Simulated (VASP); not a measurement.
Level of theory: PBEsol GGA, VASP's PBE PAW potentials (set 64) (plane waves; VASP 6.6.1).

VASP input:

**POSCAR**
```
CrB
1
    1.4516950000    -3.8991450000     0.0000000000
    1.4516950000     3.8991450000     0.0000000000
    0.0000000000     0.0000000000     2.9019500000
Cr B
2 2
Direct
  0.8546200000   0.1453800000   0.7500000000
  0.1453800000   0.8546200000   0.2500000000
  0.5649400000   0.4350600000   0.7500000000
  0.4350600000   0.5649400000   0.2500000000
```

INCAR:
```
LASPH = .True.
ENCUT = 400   ! plane-wave cut-off (eV)
LCHARG = .False.
NELM = 100   ! most electronic steps
LREAL = .False.
SYSTEM = CrB
GGA = PS
LWAVE = .False.
ISIF = 2   ! forces and stress, cell fixed
PREC = Accurate
EDIFF = 1E-6
SIGMA = 0.1
ALGO = Normal
LMAXMIX = 4   ! l cut-off of mixed one-centre charges
ISMEAR = -1   ! Fermi-Dirac
```

**KPOINTS**
```
Automatic mesh
0
Gamma
5 5 4
0 0 0
```

POTCAR, in this order: Cr_pv B (PBE.64 set). Program: vasp_std.

The run wrote:

**OSZICAR**
```
       N       E                     dE             d eps       ncg     rms          rms(c)
DAV:   1     0.259871270636E+03    0.25987E+03   -0.14911E+04  1042   0.154E+03
DAV:   2    -0.287278182388E+02   -0.28860E+03   -0.28117E+03  1037   0.467E+02
DAV:   3    -0.456865435847E+02   -0.16959E+02   -0.16331E+02  1245   0.116E+02
DAV:   4    -0.461072352225E+02   -0.42069E+00   -0.41672E+00  1265   0.168E+01
DAV:   5    -0.461179828102E+02   -0.10748E-01   -0.10711E-01  1443   0.240E+00    0.327E+01
DAV:   6    -0.392048089807E+02    0.69132E+01   -0.12950E+02  1227   0.104E+02    0.120E+01
DAV:   7    -0.369640628464E+02    0.22407E+01   -0.20734E+01  1265   0.465E+01    0.354E+00
DAV:   8    -0.369114093181E+02    0.52654E-01   -0.53344E-01  1161   0.641E+00    0.128E+00
DAV:   9    -0.369024537191E+02    0.89556E-02   -0.49033E-02  1351   0.151E+00    0.366E-01
DAV:  10    -0.369010517537E+02    0.14020E-02   -0.93958E-03  1302   0.105E+00    0.458E-02
DAV:  11    -0.369010628676E+02   -0.11114E-04   -0.28794E-04  1273   0.182E-01    0.250E-02
DAV:  12    -0.369010592950E+02    0.35726E-05   -0.48310E-05  1325   0.651E-02    0.895E-03
DAV:  13    -0.369010582355E+02    0.10596E-05   -0.70543E-06  1226   0.249E-02    0.137E-03
DAV:  14    -0.369010582578E+02   -0.22302E-07   -0.19152E-07   540   0.409E-03
   1 F= -.36901058E+02 E0= -.36857476E+02  d E =-.871649E-01
```

**OUTCAR**
```
------------------------ aborting loop because EDIFF is reached ----------------------------------------
  FORCE on cell =-STRESS in cart. coord.  units (eV):
  Direction    XX          YY          ZZ          XY          YZ          ZX
  --------------------------------------------------------------------------------------
  Total       -0.7470408     -1.1787615     -0.3309668      0.0000000      0.0000000      0.0000000
  in kB      -36.4326037    -57.4872889    -16.1409973      0.0000000      0.0000000      0.0000000
  external PRESSURE =     -36.6869633 kB  Pullay stress =       0.0000000 kB
  volume of cell :       32.85
      direct lattice vectors                 reciprocal lattice vectors
     1.451695000 -3.899145000  0.000000000     0.344424965 -0.128233241  0.000000000
     1.451695000  3.899145000  0.000000000     0.344424965  0.128233241  0.000000000
     0.000000000  0.000000000  2.901950000     0.000000000  0.000000000  0.344595875
 POSITION                                       TOTAL-FORCE (eV/Angst)
 -----------------------------------------------------------------------------------
      1.45169     -2.76543      2.17646         0.000000     -0.043516     -0.000000
      1.45169      2.76543      0.72549         0.000000      0.043516     -0.000000
      1.45169     -0.50642      2.17646         0.000000     -0.051880      0.000000
      1.45169      0.50642      0.72549         0.000000      0.051880      0.000000
 -----------------------------------------------------------------------------------
    total drift:                                0.000000      0.000000     -0.000000
  FREE ENERGIE OF THE ION-ELECTRON SYSTEM (eV)
  ---------------------------------------------------
  free  energy   TOTEN  =       -36.9010582578 eV

  energy  without entropy=      -36.8138933939  energy(sigma->0) =      -36.85747583
```
(Selected blocks of OUTCAR.)

At this cut-off the stress carries a Pulay error, which pulls relaxed volumes low.

The structure comes from a computed database's CrB entry (Cmcm); how it stands against other phases isn't given here. The cell was not relaxed at this level. The k-mesh is coarse (spacing up to 0.54 per Å, 2π included), so the numbers may not be converged in it. The run is one of a series of settings (KPOINTS 5×5×4 Γ-centred mesh against the base run), some of them coarse on purpose. The run is not spin-polarised, so no magnetic state was tried.
